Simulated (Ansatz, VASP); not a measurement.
# Cross-check of Ga3CuAs3Cl between VASP and Ansatz, part 2 of 2

Aim: how closely do two programs agree when they are given the same cell, functional and k mesh? The cell is generated by rule, not measured, and may not be a known phase. The cell is taken from a series of runs on this material, whose earlier steps may have relaxed, scaled, displaced or heated it; both programs get it as it stands.

VASP 6.6.1 and Ansatz 0.2.0.

So far: Set-up; Ansatz: relaxation of cell and atoms, PBEsol.

## Step 3: VASP: relaxation of cell and atoms, PBEsol

Level of this step: PBEsol, no spin polarisation; plane waves and PAW (As, Cl, Cu, Ga_d); invented cell (VASP).

The same cell, functional, mesh and smearing now go to VASP, with its own data sets.

Lines of VASP's logs that name or quote its potential files are left out, and so is its time.

The input, INCAR:

```
SYSTEM = Ga3CuAs3Cl
PREC = Accurate
ENCUT = 600
EDIFF = 1E-07
NELM = 120
ISMEAR = 1
SIGMA = 0.2
LREAL = .FALSE.
ALGO = Normal
GGA = PS
NBANDS = 44
LASPH = .TRUE.
LORBIT = 11
LWAVE = .FALSE.
LCHARG = .FALSE.
ISIF = 3
IBRION = 2
NSW = 80
EDIFFG = -0.005
GGA_COMPAT = .FALSE.
NELMIN = 4
KPAR = 2
```

The input, POSCAR:

```
Ga3CuAs3Cl
1.0
    2.8256640000      2.8256640000      0.0000000000
   -2.8842060000      2.8842060000      0.0000000000
    0.0000000000      0.0000000000     11.0446060000
As Cl Cu Ga
3 1 1 3
Direct
    0.5000000000      0.0000000000      0.1220935360
    0.0000000000      0.5000000000      0.3780106778
    0.5000000000      0.0000000000      0.6332319143
    0.0000000000      0.5000000000      0.8781839751
    0.5000000000      0.5000000000      0.7275987029
    0.0000000000      0.0000000000      0.9988841612
    0.5000000000      0.5000000000      0.2533194032
    0.0000000000      0.0000000000      0.5086777201
```

The input, KPOINTS:

```
Automatic mesh
0
Gamma
12 12 4
0 0 0
```

Potentials, in the order of the species: As, Cl, Cu and Ga_d (PBE family, release 64).

Started as:

```bash
mpirun -np 2 vasp_std
```

Numbers of over 12 decimals in the logs are rounded to 6 here.

Output:

```text
[banner, memory and clock lines left out]
running    2 mpi-ranks, on    1 nodes
 distrk:  each k-point on    1 cores,    2 groups
 distr:  one band on    1 cores,    1 groups

 POSCAR found type information on POSCAR AsClCuGa
 POSCAR found :  4 types and       8 ions
|                                                                             |
|               ----> ADVICE to this user running VASP <----                  |
|                                                                             |
|     You enforced a specific xc type in the INCAR file but a different       |
|     [... a line on the potential file left out ...]
|     I HOPE YOU KNOW WHAT YOU ARE DOING!                                     |
|                                                                             |

 LDA part: xc-table for (Slater+PW92), standard interpolation
 POSCAR, INCAR and KPOINTS ok, starting setup
 FFT: planning ... GRIDC
 FFT: planning ... GRID_SOFT
 FFT: planning ... GRID
 WAVECAR not read
 entering main loop
       N       E                     dE             d eps       ncg     rms          rms(c)
DAV:   1     0.704831294605E+03    0.70483E+03   -0.34935E+04 13728   0.246E+03
DAV:   2     0.966280322757E+02   -0.60820E+03   -0.58995E+03 13272   0.627E+02
DAV:   3    -0.247466305550E+02   -0.12137E+03   -0.11744E+03 15612   0.209E+02
DAV:   4    -0.348676913464E+02   -0.10121E+02   -0.99592E+01 18040   0.575E+01
DAV:   5    -0.352255815450E+02   -0.35789E+00   -0.35625E+00 17920   0.108E+01    0.126E+01
DAV:   6    -0.352184776144E+02    0.71039E-02   -0.43369E+01 15596   0.755E+01    0.889E+00
DAV:   7    -0.331508392223E+02    0.20676E+01   -0.92036E+00 16464   0.652E+01    0.501E+00
DAV:   8    -0.335275958334E+02   -0.37676E+00   -0.48967E+00 18832   0.240E+01    0.596E+00
DAV:   9    -0.335338834770E+02   -0.62876E-02   -0.86049E+00 17392   0.350E+01    0.341E+00
DAV:  10    -0.332646447393E+02    0.26924E+00   -0.86081E-01 17496   0.192E+01    0.124E+00
DAV:  11    -0.332483571835E+02    0.16288E-01   -0.19390E-01 19304   0.463E+00    0.413E-01
DAV:  12    -0.332475000438E+02    0.85714E-03   -0.31402E-02 19088   0.171E+00    0.126E-01
DAV:  13    -0.332476370869E+02   -0.13704E-03   -0.21751E-03 17692   0.397E-01    0.810E-02
DAV:  14    -0.332475814831E+02    0.55604E-04   -0.71966E-04 15920   0.432E-01    0.299E-02
DAV:  15    -0.332475826747E+02   -0.11916E-05   -0.10026E-04 17692   0.723E-02    0.251E-02
DAV:  16    -0.332475749093E+02    0.77654E-05   -0.54235E-05 17788   0.130E-01    0.490E-03
DAV:  17    -0.332475766643E+02   -0.17550E-05   -0.14974E-05 14940   0.167E-02    0.655E-03
DAV:  18    -0.332475762303E+02    0.43408E-06   -0.99550E-07 16036   0.955E-03    0.513E-03
DAV:  19    -0.332475760692E+02    0.16105E-06   -0.67078E-07 15084   0.603E-03    0.283E-03
DAV:  20    -0.332475759922E+02    0.76965E-07   -0.64792E-07 12596   0.135E-02
   1 F= -.33247576E+02 E0= -.33246791E+02  d E =-.332476E+02
[... from here on, the cycles between the ionic steps are left out ...]
   2 F= -.33247961E+02 E0= -.33247156E+02  d E =-.384804E-03
   4 F= -.33247964E+02 E0= -.33247161E+02  d E =-.388417E-03
   5 F= -.33248040E+02 E0= -.33247232E+02  d E =-.750941E-04
   6 F= -.33248122E+02 E0= -.33247309E+02  d E =-.157929E-03
   7 F= -.33248160E+02 E0= -.33247338E+02  d E =-.195530E-03
   8 F= -.33248166E+02 E0= -.33247346E+02  d E =-.201113E-03
   9 F= -.33248205E+02 E0= -.33247387E+02  d E =-.394793E-04
  10 F= -.33248206E+02 E0= -.33247388E+02  d E =-.407057E-04
  11 F= -.33248206E+02 E0= -.33247389E+02  d E =-.408278E-04
  12 F= -.33248228E+02 E0= -.33247417E+02  d E =-.213208E-04
  13 F= -.33248228E+02 E0= -.33247417E+02  d E =-.219016E-04
 curvature:  -1.53 expect dE=-0.109E-04 dE for cont linesearch -0.211E-07
 trial: gam= 0.16504 g(F)=  0.575E-05 g(S)=  0.135E-05 ort =-0.907E-06 (trialstep = 0.175E+01)
 search vector abs. value=  0.843E-05
 bond charge predicted
       N       E                     dE             d eps       ncg     rms          rms(c)
DAV:   1    -0.332482346389E+02   -0.63659E-05   -0.18356E-03 13812   0.227E-01    0.203E-02
DAV:   2    -0.332482383517E+02   -0.37128E-05   -0.12953E-04 17904   0.134E-01    0.121E-02
DAV:   3    -0.332482365158E+02    0.18360E-05   -0.30344E-05 18372   0.887E-02    0.930E-03
DAV:   4    -0.332482353347E+02    0.11811E-05   -0.32725E-06 16080   0.228E-02    0.418E-03
DAV:   5    -0.332482350462E+02    0.28844E-06   -0.77693E-07 16152   0.108E-02    0.112E-03
DAV:   6    -0.332482350349E+02    0.11294E-07   -0.13405E-07  7936   0.449E-03
  14 F= -.33248235E+02 E0= -.33247424E+02  d E =-.678319E-05
 trial-energy change:   -0.000007  1 .order   -0.000007   -0.000012   -0.000002
 step:   2.1366(harm=  2.1366)  dis= 0.00090  next Energy=   -33.248236 (dE=-0.742E-05)
 reached required accuracy - stopping structural energy minimisation
```

OUTCAR, selected parts (step 3):

```text
ion  position               nearest neighbor table
   1  0.500  0.000  0.122-   6 2.42   6 2.42   7 2.50   7 2.50
   2  0.000  0.500  0.378-   7 2.43   7 2.43   8 2.50   8 2.50
   3  0.500  0.000  0.633-   5 2.29   5 2.29   8 2.43   8 2.43
   4  0.000  0.500  0.878-   6 2.44   6 2.44   5 2.60   5 2.60
   5  0.500  0.500  0.728-   3 2.29   3 2.29   4 2.60   4 2.60
   6  0.000  0.000  0.999-   1 2.42   1 2.42   4 2.44   4 2.44
   7  0.500  0.500  0.253-   2 2.43   2 2.43   1 2.50   1 2.50
   8  0.000  0.000  0.509-   3 2.43   3 2.43   2 2.50   2 2.50

  LATTYP: Found a simple orthorhombic cell.
 ALAT       =     3.9960923515
 B/A-ratio  =     1.0207179622
 C/A-ratio  =     2.7638515401

 Subroutine GETGRP returns: Found  4 space group operations
 (whereof  4 operations were pure point group operations)

The static configuration has the point symmetry C_2v.

 Found    147 irreducible k-points:

   k-points           NKPTS =    147   k-points in BZ     NKDIM =    147   number of bands    NBANDS=     44

   dimension x,y,z NGX =    32 NGY =   36 NGZ =   90
   dimension x,y,z NGXF=    64 NGYF=   72 NGZF=  180

   ENCUT  =  600.0 eV  44.10 Ry    6.64 a.u.   7.98  8.15 22.06*2*pi/ulx,y,z

   NELECT =      72.0000    total number of electrons

 k-points in reciprocal lattice and weights: Automatic mesh
   0.00000000  0.00000000  0.00000000       0.002
   0.08333333  0.00000000  0.00000000       0.003
   0.16666667  0.00000000  0.00000000       0.003
   0.25000000  0.00000000  0.00000000       0.003
   0.33333333  0.00000000  0.00000000       0.003
   0.41666667  0.00000000  0.00000000       0.003
   0.50000000  0.00000000  0.00000000       0.002
   0.00000000  0.08333333  0.00000000       0.003
   0.08333333  0.08333333  0.00000000       0.007
[...]
0.41666667  0.50000000  0.50000000       0.003
   0.50000000  0.50000000  0.50000000       0.002

 average (electrostatic) potential at core
       1 -50.9543       2 -50.3825       3 -49.8044       4 -93.9122       5 -66.4628
       6 -67.2757       7 -66.6333       8 -66.0188

 E-fermi :   4.0592

 k-point     1 :       0.0000    0.0000    0.0000
  band No.  band energies     occupation
    ...
     32       2.2056      2.00000
     33       2.4305      2.00000
     34       3.0327      2.00000
     35       3.4085      2.00004
     36       3.5790      2.00357
     37       4.3171     -0.06972
     38       4.9210     -0.00000
     39       4.9542     -0.00000
     40       5.7393     -0.00000
     41       6.0515     -0.00000
    ...

 k-point     2 :       0.0833    0.0000    0.0000
  band No.  band energies     occupation
    ...
     32       2.1002      2.00000
     33       2.4518      2.00000
     34       2.6670      2.00000
     35       3.3028      2.00000
     36       3.9233      1.90491
     37       4.3231     -0.06847
     38       5.0449     -0.00000
     39       5.3950     -0.00000
     40       5.8208     -0.00000
     41       6.3420     -0.00000
    ...

 k-point     3 :       0.1667    0.0000    0.0000
  band No.  band energies     occupation
    ...
     32       2.0127      2.00000
     33       2.3640      2.00000
     34       2.5076      2.00000
     35       3.2221      2.00000
     36       4.0997      0.66457
     37       4.3384     -0.06383
     38       5.1931     -0.00000
     39       5.7780     -0.00000
     40       6.4600     -0.00000
     41       7.0877     -0.00000
    ...

  Total        0.0085082      0.0085082      0.0020564     -0.0016731      0.0000000      0.0000000
  in kB        0.0754768      0.0754768      0.0182422     -0.0148424      0.0000000      0.0000000
  external PRESSURE =       0.0563986 kB  Pullay stress =       0.0000000 kB

  energy-cutoff  :      600.00
  volume of cell :      180.61
      direct lattice vectors                 reciprocal lattice vectors
     2.826758938  2.826758938  0.000000000     0.176881018  0.176881018  0.000000000
    -2.881331971  2.881331971  0.000000000    -0.173530855  0.173530855  0.000000000
     0.000000000  0.000000000 11.087204715     0.000000000  0.000000000  0.090194059

 POSITION                                       TOTAL-FORCE (eV/Angst)
 -----------------------------------------------------------------------------------
      1.41338      1.41338      1.35583         0.000000      0.000000     -0.000321
     -1.44067      1.44067      4.18848         0.000000      0.000000      0.002048
     -1.46795      4.29471      7.01339         0.000000      0.000000     -0.000510
     -1.44067      1.44067      9.74206         0.000000      0.000000      0.001655
     -0.02729      2.85405      8.07200         0.000000      0.000000     -0.004812
     -2.88133      2.88133     11.07776         0.000000      0.000000      0.001528
     -0.02729      2.85405      2.80807        -0.000000     -0.000000      0.003051
      0.00000      0.00000      5.63483         0.000000      0.000000     -0.002639
 -----------------------------------------------------------------------------------
    total drift:                               -0.000000      0.000000     -0.001267

  FREE ENERGIE OF THE ION-ELECTRON SYSTEM (eV)
  ---------------------------------------------------
  free  energy   TOTEN  =       -33.2482350349 eV

  energy  without entropy=      -33.2458006320  energy(sigma->0) =      -33.24742357

 reached required accuracy - stopping structural energy minimisation

 total charge
# of ion       s       p       d       tot
------------------------------------------
    1        1.225   1.566   0.031   2.821
    2        1.224   1.560   0.031   2.815
    3        1.210   1.576   0.045   2.831
    4        1.610   3.426   0.000   5.036
    5        0.438   0.275   9.254   9.968
    6        0.944   0.640  10.001  11.585
    7        0.897   0.773   9.990  11.660
    8        0.896   0.774   9.991  11.661
--------------------------------------------------
tot          8.443  10.590  39.343  58.376

[... 3 further parts left out ...]
```

CONTCAR:

```
Ga3CuAs3Cl
   1.00000000000000
     2.8267589381303706    2.8267589381303706    0.0000000000000000
    -2.8813319714741912    2.8813319714741912    0.0000000000000000
     0.0000000000000000    0.0000000000000000   11.0872047145336943
  As              Cl              Cu              Ga
     3     1     1     3
Direct
     0.5000000000000000    0.0000000000000000    0.1222874182588727
     0.0000000000000000    0.5000000000000000    0.3777759573177169
     0.5000000000000000    1.0000000000000000    0.6325662436547794
     0.0000000000000000    0.5000000000000000    0.8786761772785364
     0.5000000000000000    0.5000000000000000    0.7280466437460388
     0.0000000000000000    1.0000000000000000    0.9991482977016990
     0.5000000000000000    0.5000000000000000    0.2532709686895135
     0.0000000000000000    0.0000000000000000    0.5082283839528469
```

This run has no spin polarisation, so a moment on Cu, if there is one, isn't seen. The run keeps the 4 symmetry operations of its start, so it cannot find a distortion of lower symmetry.

## Step 4: Comparison

Known differences besides the potentials themselves: the data sets hold 110 valence electrons in Ansatz (on its default PAW (the set named soft_2) files) and 72 in VASP; the cutoff is 420 eV in Ansatz and 600 eV in VASP; Ansatz makes its cores anew for this functional, VASP keeps those of its PBE data sets; Ansatz adds a Pulay correction to the stress that steers its cell, VASP none. Total energies have different zeros and are not compared.

Compared:

```tsv
quantity	Ansatz	VASP	difference
volume (Å³)	180.10	180.61	-0.28 %
edge a after relaxation, in the typed setting (Å)	3.994	3.998	-0.08 %
edge b after relaxation, in the typed setting (Å)	4.073	4.075	-0.05 %
edge c after relaxation, in the typed setting (Å)	11.071	11.087	-0.14 %
```

## Step 5: Outcome

* difference in volume (relaxation of cell and atoms, PBEsol): -0.28 %

The difference in volume is -0.28 % (relaxation of cell and atoms, PBEsol), within the 1.2 % picked in this series as the mark of a large difference, as far as the stopping tolerances let one tell. The data sets hold unlike numbers of valence electrons (110 in Ansatz and 72 in VASP), so part of the differences comes from the potentials. How closely two codes agree says nothing of how well the functional describes the real material.

[Lines on the potential files, build, host, timing and source positions are cut from VASP's logs without a mark.]

[Logs are printed without paths, hosts, clocks, repeated set-up lines and the standing remarks that a program may print on its own settings, such as how far it seeks lower states.]

[Hosts, paths, dates, database ids (printed as entryN), source tags and the programs' standing remarks are cut or masked in the printed files.]
